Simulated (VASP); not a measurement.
The input files of a VASP run:

**POSCAR**
```
Ba
1
   -2.5079920000     2.5079920000     2.5079920000
    2.5079920000    -2.5079920000     2.5079920000
    2.5079920000     2.5079920000    -2.5079920000
Ba
1
Direct
  0.0000000000   0.0000000000   0.0000000000
```

### KPOINTS
```
Automatic mesh
0
Gamma
8 8 8
0 0 0
```

### INCAR
```
SYSTEM = Ba
PREC = Accurate
ENCUT = 300
EDIFF = 1E-6
NELM = 100
ALGO = Normal
LREAL = .FALSE.
LASPH = .TRUE.
ISMEAR = 0
SIGMA = 0.1
GGA = PE
LMAXMIX = 4
LWAVE = .FALSE.
LCHARG = .FALSE.
ISIF = 3
IBRION = 2
NSW = 50
EDIFFG = -0.01
```

POTCAR, in this order: Ba_sv (PBE.64 set). Program: vasp_std.

Problem. Translate this PBE calculation to Quantum ESPRESSO's pw.x.

Solution. One equivalent input (not run):
```
&CONTROL
  calculation = 'vc-relax'
  pseudo_dir = './pseudo'
  outdir = './out'
  tprnfor = .true.
  tstress = .true.
  nstep = 50
  forc_conv_thr = 0.00039
/
&SYSTEM
  ibrav = 0
  nat = 1
  ntyp = 1
  ecutwfc = 56.6
  occupations = 'smearing'
  smearing = 'gaussian'
  degauss = 0.00735
  input_dft = 'pbe'
/
&ELECTRONS
  conv_thr = 7.3e-08
  electron_maxstep = 100
/
&IONS
/
&CELL
/
ATOMIC_SPECIES
  Ba 137.327 Ba.upf
CELL_PARAMETERS angstrom
    -2.5079920    2.5079920    2.5079920
     2.5079920   -2.5079920    2.5079920
     2.5079920    2.5079920   -2.5079920
ATOMIC_POSITIONS crystal
  Ba   0.0000000  0.0000000  0.0000000
K_POINTS automatic
  8 8 8 0 0 0
```
The two are equivalent in intent, not identical: the potentials are each code's own (VASP's PAW set, PseudoDojo norm-conserving files in pw.x), so ENCUT and ecutwfc are chosen apart and not converted; conv_thr bounds pw.x's estimated SCF error, while EDIFF bounds the energy change between steps; forc_conv_thr acts on force components and is met together with etot_conv_thr.

The structure is a typed Ba crystal. The cell was not relaxed at this level. The run is one of a series of settings (EDIFFG = -0.01, IBRION = 2, ISIF = 3, NSW = 50 against the base run), some of them coarse on purpose.
